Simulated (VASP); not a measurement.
A convergence study with VASP on RbCl (rock salt): one setting is varied, all else stays as given below, so the limit is that of these other settings. Each run relaxes cell and ions from the cell shown.

```yaml
crystal:
  lattice:
    - [0.00000, 3.29000, 3.29000]
    - [3.29000, 0.00000, 3.29000]
    - [3.29000, 3.29000, 0.00000]
  atoms:
    - { symbol: Rb, position: [0.00000, 0.00000, 0.00000] }
    - { symbol: Cl, position: [0.50000, 0.50000, 0.50000] }
```

Level of theory: PBE GGA, VASP's PBE PAW potentials (set 64) (plane waves; VASP 6.6.1). The tightest run used: 550 eV cut-off, 11×11×11 Γ-centred mesh, Gaussian smearing of 0.050 eV, potentials Rb_sv Cl.

Gaps are read on the run's mesh, which can miss a band edge.

Q: The settings run are 2×2×2 mesh; 3×3×3 mesh; 4×4×4 mesh; 5×5×5 mesh; 6×6×6 mesh; 7×7×7 mesh; 8×8×8 mesh; 9×9×9 mesh; 10×10×10 mesh; 11×11×11 mesh. From which on does the relaxed volume stay within 0.1 Å³/atom of the tightest run?

A: From 3×3×3 mesh on: it is off by 0.024 there and by no more than 0.1 in any finer run, while 2×2×2 mesh is off by 0.464.
| setting | relaxed volume (Å³/atom) | E (eV/atom) | gap on the mesh (eV) | irreducible k-points | difference judged (Å³/atom) |
|---|---|---|---|---|---|
| 2×2×2 mesh | 38.066 | -3.3190 | 4.768 | 3 | 0.464 |
| 3×3×3 mesh | 37.625 | -3.3370 | 4.827 | 4 | 0.024 |
| 4×4×4 mesh | 37.606 | -3.3377 | 4.830 | 8 | 0.004 |
| 5×5×5 mesh | 37.602 | -3.3378 | 4.830 | 10 | 0.001 |
| 6×6×6 mesh | 37.601 | -3.3378 | 4.830 | 16 | 0.000 |
| 7×7×7 mesh | 37.603 | -3.3378 | 4.830 | 20 | 0.001 |
| 8×8×8 mesh | 37.602 | -3.3378 | 4.830 | 29 | 0.000 |
| 9×9×9 mesh | 37.601 | -3.3378 | 4.831 | 35 | 0.001 |
| 10×10×10 mesh | 37.601 | -3.3378 | 4.831 | 47 | 0.000 |
| 11×11×11 mesh | 37.601 | -3.3378 | 4.831 | 56 | 0.000 |

Left out are rungs that failed or repeat a setting and relaxations that didn't move; long series are thinned to 24 rows.

The compound is RbCl in the rock salt structure.
